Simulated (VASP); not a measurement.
Given:

```
Zr
1.0
    3.18139     0.00000     0.00000
   -1.59070     2.75517     0.00000
    0.00000     0.00000    25.20253
Zr
4
Direct
  0.66667   0.33333   0.44758
  0.33333   0.66667   0.35210
  0.66667   0.33333   0.64790
  0.33333   0.66667   0.55242
```

These are PBEsol GGA, VASP's PBE PAW potentials (set 64) (plane waves; VASP) values and carry that method's errors. Run with PREC = Normal, 400 eV cut-off, 10×10×1 Γ-centred mesh, first-order Methfessel-Paxton smearing of 0.10 eV, potentials Zr_sv.

Problem. Predict the energy per atom (σ→0), band gap (on the k-mesh) with the smallest direct gap where there is one.

Solution. 
```json
{
 "band gap (on the k-mesh)": "none (metal, semimetal or under 0.01 eV)",
 "energy per atom (σ→0)": "-8.589 eV/atom"
}
```

Only differences to runs with the same potentials and settings are physical.

The cell is a thin slab with vacuum, built from Zr (hcp): (001) face.
